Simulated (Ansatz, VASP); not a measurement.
**AgSnP in VASP and in Ansatz**

```xyz
3
Lattice="4.7281 0.0000 0.0000 -2.3640 4.0946 0.0000 0.0000 0.0000 3.3938" Properties=species:S:1:pos:R:3 pbc="T T T"
Ag    0.0000    2.7298    0.0000
Sn    0.0000    0.0000    1.6969
P     2.3640    1.3649    0.0000
```

Change from the starting cell: species swapped into the HoAgSn type (P-6m2, No. 187).

Alike in both runs: task single point; functional PBE; k mesh 6 × 6 × 6; occupations gaussian, width 0.1 eV; no spin polarisation.

```csv
,VASP,Ansatz
version,VASP 6.6.1,Ansatz 0.2.0
potentials or method,"VASP PAW PBE potentials, release 64 (Ag, Sn_d, P)","scalar-relativistic, plane waves, PAW"
plane-wave cutoff (eV),520,420
valence electrons in the cell,30,38
```

```csv
,VASP,Ansatz,Ansatz less VASP
gap on the k mesh at the Fermi level (eV),none,none,-
pressure (GPa),-4.1,-4.1,+0.05
largest component of the traceless stress (GPa),5.11,5.11,+0.003
```

A gap of «none» marks a metal or a gap that the smearing closes. The functional is the same, so the differences come from potentials, cutoffs and numerics. The two sets of potentials don't hold the same shells in valence.
